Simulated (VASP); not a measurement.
# CdCu with PBE + D3(BJ): from relaxation to properties, part 2 of 2

Wanted: the relaxed cell of CdCu and its properties. The cell is invented: it takes the structure of a Materials Project entry for CdAg (space group 166 there), with some of its atoms replaced by other elements, volume scaled by an estimate. It may not be a known or stable phase.

VASP 6.6.1, plane waves and PAW; the level of theory is named at each step.

Still holding for the runs below: This run has no spin polarisation. Its electron count is odd, so without a moment it is a metal by construction. The k-mesh is coarse for a metal.

So far. Step 5 (Band structure (PBE + D3(BJ))): There is no gap at this level. Step 6 (Density of states (PBE + D3(BJ))): The finer mesh and the other smearing move the Fermi level by -0.10 eV from the 9×9×9 run, one measure of the sampling error in the zero of the bands above. The relaxed cell has a = 2.873, c = 13.210 Å (conventional setting).

## Step 7: Bands along the symmetry lines (PBE + D3(BJ) + SOC)

This step: PBE with D3(BJ), spin-orbit coupling; plane waves and PAW (Cd, Cu); invented cell (VASP 6.6.1).

Levels along the symmetry lines show where the bands peak and cross; KPOINTS_OPT computes them in the converged potential. Spin-orbit coupling needs spinors and the noncollinear program, where each band holds one electron.

INCAR reads:

```
SYSTEM = CdCu
PREC = Accurate
ENCUT = 400
EDIFF = 1E-06
NELM = 100
ISMEAR = 0
SIGMA = 0.05
LREAL = .FALSE.
ALGO = Normal
GGA = PE
IVDW = 12
LNONCOLLINEAR = .TRUE.
MAGMOM = 0 0 0 0 0 0
NBANDS = 34
GGA_COMPAT = .FALSE.
LASPH = .TRUE.
LSORBIT = .TRUE.
LMAXMIX = 4
LORBIT = 11
LWAVE = .FALSE.
LCHARG = .FALSE.
```

POSCAR reads:

```
CdCu
1.0
    1.4363146945      0.8292570932      4.4033760212
   -1.4363146945      0.8292570932      4.4033760212
    0.0000000000     -1.6585141864      4.4033760212
Cd Cu
1 1
Direct
    0.5000000000      0.5000000000      0.5000000000
    0.0000000000      0.0000000000      0.0000000000
```

KPOINTS reads:

```
Automatic mesh
0
Gamma
7 7 7
0 0 0
```

KPOINTS_OPT reads:

```
Line mode
16
Line-mode
Reciprocal
  0.00000000   0.00000000   0.00000000 GAMMA
  0.50000000   0.00000000   0.00000000 L

  0.50000000   0.00000000   0.00000000 L
  0.50000000   0.19031037  -0.19031037 B1

  0.80968963   0.50000000   0.19031037 B
  0.50000000   0.50000000   0.50000000 Z

  0.50000000   0.50000000   0.50000000 Z
  0.00000000   0.00000000   0.00000000 GAMMA

  0.00000000   0.00000000   0.00000000 GAMMA
  0.34515518   0.00000000  -0.34515518 X

  0.65484482   0.34515518   0.00000000 Q
  0.50000000   0.50000000   0.00000000 F

  0.50000000   0.50000000   0.00000000 F
  0.65484482   0.65484482   0.19031037 P1

  0.65484482   0.65484482   0.19031037 P1
  0.50000000   0.50000000   0.50000000 Z

  0.50000000   0.00000000   0.00000000 L
  0.80968963   0.34515518   0.34515518 P
```

Potentials, in the order of the species: Cd and Cu (PBE family, release 64).

Started as:

```console
> mpirun -np 1 vasp_ncl
```

It took 6.9 min on 1 MPI rank of Intel Xeon Platinum 8488C (Sapphire Rapids), shared host; peak memory 0.32 GiB.

LASPH is on here and off in scalar runs of this session, so a comparison with those holds both changes.

Numbers from this step:

- bands: 34
- irreducible k-points: 44
- free energy (TOTEN): -5.221 eV
- energy at zero smearing: -5.220 eV
- Fermi energy: 4.901 eV
- pressure: 0.2656 GPa

On-site spin-orbit energy by atom:

```
atom  on-site spin-orbit energy (eV)
 Cd1                         -0.0653
 Cu2                         -0.0119
```

Electronic bands along the path, in eV, zero at the Fermi level; # counts the bands kept in this run:

```
          point    #15    #16    #17    #18    #19    #20    #21    #22
              Γ  -2.25  -2.25  -2.13  -2.13  -1.37  -1.37   2.16   2.16
0.47 of the way  -2.33  -2.33  -2.20  -2.20   0.57   0.57   3.51   3.51
              L  -1.83  -1.83  -1.32  -1.32  -0.55  -0.55   4.28   4.28
0.53 of the way  -2.42  -2.42  -0.21  -0.21  -0.03  -0.03   4.97   4.97
             B1  -2.37  -2.37   1.06   1.06   1.62   1.62   1.94   1.94
      jump to B  -2.37  -2.37   1.06   1.06   1.62   1.62   1.94   1.94
0.53 of the way  -2.31  -2.31  -2.21  -2.21  -2.09  -2.09   8.49   8.49
              Z  -2.51  -2.51  -2.32  -2.32  -2.20  -2.20  10.50  10.50
0.47 of the way  -2.48  -2.48  -2.28  -2.28  -2.17  -2.17   5.78   5.78
              Γ  -2.25  -2.25  -2.13  -2.13  -1.37  -1.37   2.16   2.16
0.47 of the way  -2.34  -2.34  -2.06  -2.06   1.93   1.93   3.13   3.13
              X  -2.42  -2.42   1.03   1.03   1.43   1.43   1.88   1.88
      jump to Q  -2.42  -2.42   1.03   1.03   1.43   1.43   1.88   1.88
0.47 of the way  -2.31  -2.31  -0.85  -0.85   1.24   1.24   1.35   1.35
              F  -2.11  -2.11  -1.82  -1.82   0.27   0.27   1.07   1.07
0.53 of the way  -1.84  -1.84  -1.73  -1.73  -0.11  -0.11   1.11   1.11
             P1  -1.84  -1.84  -1.26  -1.26  -0.72  -0.72   1.18   1.18
0.47 of the way  -2.33  -2.33  -2.24  -2.24  -2.11  -2.11   7.13   7.13
              Z  -2.51  -2.51  -2.32  -2.32  -2.20  -2.20  10.50  10.50
      jump to L  -1.83  -1.83  -1.32  -1.32  -0.55  -0.55   4.28   4.28
0.53 of the way  -1.83  -1.83  -1.14  -1.14  -0.66  -0.66   2.14   2.14
              P  -1.84  -1.84  -1.26  -1.26  -0.72  -0.72   1.18   1.18
```

Of the projections kept (Cd, Cu), the largest for each band there, as a share of the weight inside these atoms' spheres; weight between the spheres isn't counted:

```
point      #15      #16      #17      #18      #19      #20      #21      #22
    Γ  Cu 0.99  Cu 0.99  Cu 0.99  Cu 0.99  Cd 0.55  Cd 0.55  Cu 0.59  Cu 0.59
    L  Cu 1.00  Cu 1.00  Cd 0.70  Cd 0.70  Cu 0.83  Cu 0.83  Cu 0.63  Cu 0.63
   B1  Cu 0.96  Cu 0.96  Cd 0.67  Cd 0.67  Cu 0.60  Cu 0.60  Cd 0.58  Cd 0.58
    B  Cu 0.96  Cu 0.96  Cd 0.67  Cd 0.67  Cu 0.60  Cu 0.60  Cd 0.58  Cd 0.58
    Z  Cu 1.00  Cu 1.00  Cu 1.00  Cu 1.00  Cu 1.00  Cu 1.00  Cu 0.53  Cu 0.53
    Γ  Cu 0.99  Cu 0.99  Cu 0.99  Cu 0.99  Cd 0.55  Cd 0.55  Cu 0.59  Cu 0.59
```

There is no gap at this level.

## Step 8: Elastic constants (PBE + D3(BJ))

This step: PBE with D3(BJ); plane waves and PAW (Cd, Cu); invented cell (VASP 6.6.1).

IBRION = 6 with ISIF = 3 strains the cell both ways at fixed fractional positions, and adds the ions' share afterwards from the force constants. Stress converges slowly with the basis, so the cutoff is raised.

INCAR reads:

```
SYSTEM = CdCu
PREC = Accurate
ENCUT = 500
EDIFF = 1E-07
NELM = 100
ISMEAR = 0
SIGMA = 0.05
LREAL = .FALSE.
ALGO = Normal
GGA = PE
IVDW = 12
LORBIT = 11
LWAVE = .FALSE.
LCHARG = .FALSE.
IBRION = 6
NFREE = 2
POTIM = 0.015
ISIF = 3
NSW = 1
```

POSCAR is that of step 7.

KPOINTS reads:

```
Automatic mesh
0
Gamma
9 9 9
0 0 0
```

Started as:

```console
> mpirun -np 1 vasp_std
```

The job ended after 20 min (1 MPI rank; peak memory 0.44 GiB).

The run was stopped at its time limit, by a STOPCAR file.

More ranks or a longer limit might have been enough; this was not tried.

## Step 9: What came out

| Item | Value |
| --- | --- |
| relaxed volume | 15.73 Å³/atom |
| relaxed conventional cell a, b, c | 2.873, 2.873, 13.210 Å; angles 90.0, 90.0, 120.0° |
| space group after relaxing, within 0.02 Å | R-3m (No. 166) |
| band gap | none, a metal |
| DOS at the Fermi level | 0.578 states/eV/cell |
| band gap (PBE + D3(BJ) + SOC) | none, a metal |

What this shows: With PBE + D3(BJ), CdCu relaxes to 15.73 Å³/atom in space group R-3m (held by the symmetry of the run) and comes out as a metal. Not obtained: elastic constants (PBE + D3(BJ)), because the run hit its time limit. Band structure (PBE + D3(BJ)): Of the bands kept, 2 cross the Fermi level on this path. Bands along the symmetry lines (PBE + D3(BJ) + SOC): Of the bands kept, 4 cross the Fermi level on this path (spinor bands, one electron each). LASPH was switched on together with spin-orbit coupling, so shifts put down to the coupling hold both changes, and that of the mesh where it differs. The k-sampling is coarse for a metal, so the Fermi level, pressures and the shape of the cell carry errors. With an odd electron count and no spin the cell is a metal by construction. No search among competing phases was made. All values are for a static lattice at zero temperature.

[Lines on the potential files, build, host, timing and source positions are cut from VASP's logs without a mark.]

[Logs are printed without paths, hosts, clocks, repeated set-up lines and the standing remarks that a program may print on its own settings, such as how far it seeks lower states.]

[Hosts, paths, dates, database ids (printed as entryN), source tags and the programs' standing remarks are cut or masked in the printed files.]

[A measured line is paired with the nearest computed mode of its activity, which favours agreement.]

[In band tables of VASP the shares of atoms and orbitals are scaled to a sum of 1 inside the atoms' spheres.]
